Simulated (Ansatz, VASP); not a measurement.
# Cu (Cu(311)): VASP beside Ansatz, part 2 of 2

Aim: how closely do two programs agree when they are given the same cell, functional and k mesh? The cell is taken from a series of runs on this material, whose earlier steps may have relaxed, scaled, displaced or heated it; both programs get it as it stands.

VASP 6.6.1 and Ansatz 0.2.0.

So far: The structure; VASP: single point, LDA; Ansatz: single point, LDA; Differences.

### Step 5. VASP: single point, PBE

Level of this step: PBE; plane waves and PAW (Cu) (VASP).

A single point gives forces, pressure and levels at one fixed geometry, so differences don't come from the geometry; what else differs is listed under the comparison.

INCAR reads:

```
SYSTEM = Cu
PREC = Accurate
ENCUT = 520
EDIFF = 1E-06
NELM = 120
ISMEAR = 1
SIGMA = 0.1
LREAL = .FALSE.
ALGO = Normal
GGA = PE
NBANDS = 81
LASPH = .TRUE.
LORBIT = 11
LWAVE = .FALSE.
LCHARG = .FALSE.
ISIF = 2
LDIPOL = .TRUE.
IDIPOL = 3
DIPOL = 0.5 0.5 0.5
LVHAR = .TRUE.
GGA_COMPAT = .FALSE.
NELMDL = -8
KPAR = 2
```

POSCAR reads:

```
Cu
1.0
    2.5526554801      0.0000000000      0.0000000000
   -1.2763277400      4.2331002232      0.0000000000
    0.0000000000      0.0000000000     27.9730154932
Cu
12
Direct
    0.6363636364      0.2727272727      0.2859899034
    0.3636363637      0.7272727272      0.3249008301
    0.0909090910      0.1818181818      0.3638117567
    0.8181818182      0.6363636364      0.4027226834
    0.5454545455      0.0909090909      0.4416336100
    0.2727272728      0.5454545455      0.4805445367
    0.0000000000      1.0000000000      0.5194554633
    0.7272727273      0.4545454545      0.5583663900
    0.4545454546      0.9090909090      0.5972773166
    0.1818181819      0.3636363636      0.6361882433
    0.9090909091      0.8181818182      0.6750991699
    0.6363636364      0.2727272727      0.7140100966
```

KPOINTS reads:

```
Automatic mesh
0
Gamma
14 14 1
0 0 0
```

Potentials, in the order of the species: Cu (PBE family, release 64).

Launch:

```sh
$ mpirun -np 2 vasp_std
```

Numbers of over 12 decimals in the logs are rounded to 6 here.

Output:

```text
[banner, memory and clock lines left out]
running    2 mpi-ranks, on    1 nodes
[...]
LDA part: xc-table for (Slater+PW92), standard interpolation
 POSCAR, INCAR and KPOINTS ok, starting setup
[...]
entering main loop
       N       E                     dE             d eps       ncg     rms          rms(c)
DAV:   1     0.126950809676E+04    0.12695E+04   -0.57283E+04  9242   0.229E+03
DAV:   2     0.133192780928E+03   -0.11363E+04   -0.10991E+04  9234   0.473E+02
DAV:   3    -0.438107811354E+02   -0.17700E+03   -0.16314E+03  9377   0.230E+02
DAV:   4    -0.523840929454E+02   -0.85733E+01   -0.84302E+01 10300   0.712E+01
[...]
DAV:  29    -0.426123049629E+02   -0.32278E-05   -0.15774E-07  6105   0.533E-03    0.340E-04
DAV:  30    -0.426123091038E+02   -0.41409E-05   -0.19489E-07  5737   0.523E-03    0.469E-04
DAV:  31    -0.426123096295E+02   -0.52566E-06   -0.46732E-08  5844   0.355E-03
   1 F= -.42612310E+02 E0= -.42612013E+02  d E =-.890891E-03
```

Parts of OUTCAR (step 5):

```text
  Total       -0.3429874     -0.1614344      0.4870559     -0.0000000      0.1812187      0.0000000
  in kB       -1.8180205     -0.8556901      2.5816619     -0.0000000      0.9605581      0.0000000
  external PRESSURE =      -0.0306829 kB  Pullay stress =       0.0000000 kB

 POSITION                                       TOTAL-FORCE (eV/Angst)
 -----------------------------------------------------------------------------------
      1.27633      1.15448      8.00000         0.000000      0.000712      0.344299
      0.00000      3.07862      9.08846         0.000000      0.000384     -0.328091
      0.00000      0.76965     10.17691        -0.000000     -0.051832     -0.230591
      1.27633      2.69379     11.26537         0.000000      0.028587      0.072493
      1.27633      0.38483     12.35382         0.000000      0.012316     -0.050682
      0.00000      2.30896     13.44228         0.000000      0.010733      0.037814
      0.00000      0.00000     14.53074        -0.000000     -0.010733     -0.037814
      1.27633      1.92414     15.61919        -0.000000     -0.012316      0.050682
      0.00000      3.84827     16.70765        -0.000000     -0.028587     -0.072493
      0.00000      1.53931     17.79610         0.000000      0.051832      0.230591
      1.27633      3.46345     18.88456        -0.000000     -0.000384      0.328091
      1.27633      1.15448     19.97302        -0.000000     -0.000712     -0.344299
 -----------------------------------------------------------------------------------
    total drift:                                0.000075     -0.000182     -0.000153

  FREE ENERGIE OF THE ION-ELECTRON SYSTEM (eV)
  ---------------------------------------------------
  free  energy   TOTEN  =       -42.6123096295 eV

  energy  without entropy=      -42.6114187383  energy(sigma->0) =      -42.61201267

[... 2 parts as in an earlier step ...]

[... 1 further part left out ...]
[key lines of the parts left out:]
E-fermi :   1.2333
```

### Step 6. Ansatz: single point, PBE

The same cell, functional, mesh and smearing now go to Ansatz.

The cell is taken from a series of runs on this material, whose earlier steps may have relaxed, scaled, displaced or heated it; both programs get it as it stands.

input.yaml reads:

```yaml
crystal:
  lattice:
    - [2.5526554801, 0.0, 0.0]
    - [-1.27632774, 4.2331002232, 0.0]
    - [0.0, 0.0, 27.9730154932]
  atoms:
    - { symbol: Cu, position: [0.6363636364, 0.2727272727, 0.2859899034] }
    - { symbol: Cu, position: [0.3636363636, 0.7272727273, 0.3249008301] }
    - { symbol: Cu, position: [0.0909090909, 0.1818181818, 0.3638117567] }
    - { symbol: Cu, position: [0.8181818182, 0.6363636364, 0.4027226834] }
    - { symbol: Cu, position: [0.5454545455, 0.0909090909, 0.44163361] }
    - { symbol: Cu, position: [0.2727272727, 0.5454545455, 0.4805445367] }
    - { symbol: Cu, position: [0.0, 0.0, 0.5194554633] }
    - { symbol: Cu, position: [0.7272727273, 0.4545454545, 0.55836639] }
    - { symbol: Cu, position: [0.4545454545, 0.9090909091, 0.5972773166] }
    - { symbol: Cu, position: [0.1818181818, 0.3636363636, 0.6361882433] }
    - { symbol: Cu, position: [0.9090909091, 0.8181818182, 0.6750991699] }
    - { symbol: Cu, position: [0.6363636364, 0.2727272727, 0.7140100966] }
hamiltonian:
  xc: pbe
kpoints:
  mp_grid: { grid: [14, 14, 1] }
scf:
  occupations: { method: methfessel_paxton, width: 0.1 }
  convergence: { dr2_threshold: 1.0e-09 }
efield:
  axis: 3
  dipole_correction: true
basis:
  ecutwfc: "600 eV"
output:
  write_potential: true
  write_density: true
  volumetric_format: npy
```

Launch:

```sh
$ ansatz run input.yaml --threads 4 --pin off --max-ram 8192MiB --backend cpu --events-out ev --progress --plain --runs-dir out
```

Output:

```text
[...]
Crystal: 12 atoms, lattice volume = 302.267 Å³
Basis set: ecut = 600 eV, 10087 PW (Γ)
Bands: 137, of which v1, the nominal top of the filled ones, is band 114 counted from 1 (113 counted from 0)
Symmetry: 2 space group operations
k-points: 57 of 196 (time reversal used)
[...]
k-point 0: bands = [... 110 lower, 4.0938, 4.1105, 4.1145, 4.7280, 5.1267, 6.0060, 6.1839, 7.2999, ... 19 higher]
  k-point 1: bands = [... 110 lower, 4.0933, 4.1124, 4.1179, 4.7292, 4.9107, 5.9039, 6.0127, 6.9812, ... 19 higher]
  k-point 2: bands = [... 110 lower, 4.0917, 4.1207, 4.1253, 4.4782, 4.7360, 5.3577, 6.0113, 6.3351, ... 19 higher]
  k-point 56: bands = [... 110 lower, 5.7099, 6.1810, 6.2165, 6.4971, 6.5470, 6.8982, 7.0070, 7.7041, ... 19 higher]
[key lines of the parts left out:]
SCF converged after 13 iterations
Free energy (F): -79499.952688 eV
Fermi energy:    5.525726 eV
Dipole field:    D = 0.000000 V/Å  (p = 0.000000 e·Å, saw-weighted, corrected)
Work function:   Φ+ = 4.4224 eV   Φ− = 4.4224 eV
```

### Step 7. Side by side

What differs besides the data sets and the points named for the pairs above, as far as they apply: the data sets hold 228 valence electrons in Ansatz (on its default PAW (the set named soft_2) files) and 132 in VASP; the cutoff is 600 eV in Ansatz and 520 eV in VASP. Total energies have different zeros and are not compared.

The two programs side by side:

```csv
quantity,Ansatz,VASP,difference
"work function, lower of the two faces (eV)",4.42,4.40,+0.02
"work function, higher of the two faces (eV)",4.42,4.40,+0.02
```

With vacuum in the cell, a pressure given here is an average over mostly empty space and none of the material.

### Step 8. Results

| Item | Value |
| --- | --- |
| difference in work function, lower of the two faces (single point, LDA) | 0.029 eV |
| difference in work function, lower of the two faces (single point, PBE) | 0.021 eV |

In words: The difference in work function, lower of the two faces is 0.029 eV (single point, LDA). The data sets hold unlike numbers of valence electrons (228 in Ansatz and 132 in VASP), so part of the differences comes from the potentials. How closely two codes agree says nothing of how well the functional describes the real material.

[Lines on the potential files, build, host, timing and source positions are cut from VASP's logs without a mark.]

[Logs are printed without paths, hosts, clocks, repeated set-up lines and the standing remarks that a program may print on its own settings, such as how far it seeks lower states.]

[Hosts, paths, dates, database ids (printed as entryN), source tags and the programs' standing remarks are cut or masked in the printed files.]
